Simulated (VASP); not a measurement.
## WC: relaxation of cell and atoms with PBE

WC:

```
W C
1.0
     2.90650    0.00000    0.00000
    -1.45325    2.51710    0.00000
     0.00000    0.00000    2.83660
W C
1 1
Direct
  0.00000 0.00000 0.00000
  0.66667 0.33333 0.50000
```

```
Program                : VASP 6.6.1
Task                   : relaxation of cell and atoms
Functional             : PBE
Potentials or basis    : VASP PAW PBE potentials, release 64 (W_sv, C)
Cutoff                 : 520 eV
k mesh                 : 3 × 3 × 4
Occupations            : gaussian, width 0.1 eV
Spin                   : no spin polarisation
Further INCAR settings : ALGO = Fast; EDIFF = 1e-07; IBRION = 2; EDIFFG = -0.002; NSW = 80; ISIF = 3
```

The relaxed volume is 10.67 Å³/atom. The relaxed cell is a = 2.948 Å, b = 2.948 Å, c = 2.835 Å, α = 90.00°, β = 90.00°, γ = 120.00°, the space group after relaxing (to 0.05 Å) is P-6m2 (No. 187) and the energy gained by relaxing is 11.1 meV/atom. The ionic steps are 8. The pressure after relaxing is 0.0 GPa. The band gap on the k mesh is none (metal or under the smearing width).

Step by step:
| step | energy change (eV) | largest force (eV/Å) | pressure (GPa) | volume (Å³) |
| --- | --- | --- | --- | --- |
| 1 | 0.0000 | 0.0000 | 10.68 | 20.75 |
| 2 | 0.1014 | 0.0000 | -23.47 | 22.90 |
| 3 | -0.0191 | 0.0000 | -0.59 | 21.34 |
| 4 | -0.0191 | 0.0000 | -0.34 | 21.33 |
| 5 | -0.0221 | 0.0000 | -0.26 | 21.35 |
| 6 | -0.0222 | 0.0000 | -0.26 | 21.35 |
| 7 | -0.0221 | 0.0000 | 0.56 | 21.30 |
| 8 | -0.0222 | 0.0000 | 0.01 | 21.33 |

Final structure:
```
W C
1.0
     2.94805    0.00000    0.00000
    -1.47402    2.55308    0.00000
     0.00000    0.00000    2.83450
W C
1 1
Direct
  0.00000 0.00000 0.00000
  0.66667 0.33333 0.50000
```

Levels at points of the mesh, in eV from the Fermi level:
```
           k point  band 6  band 7  band 8  band 9  band 10  band 11  band 12  band 13
(0.00, 0.00, 0.00)   -4.78   -3.93   -3.93   -0.40     2.52     2.52     4.91     4.91
(0.00, 0.00, 0.50)   -9.06   -2.72   -2.72   -1.13    -1.13     3.18     3.75     3.75
```

Wall time 23 s on 1 thread of Intel(R) Xeon(R) Platinum 8488C (Sapphire Rapids) (shared host), peak memory 0.15 GiB.

Caveat: the k mesh is coarse (spacing up to 0.83 Å⁻¹), so the values aren't converged. Zero-point motion and thermal expansion aren't in these numbers.
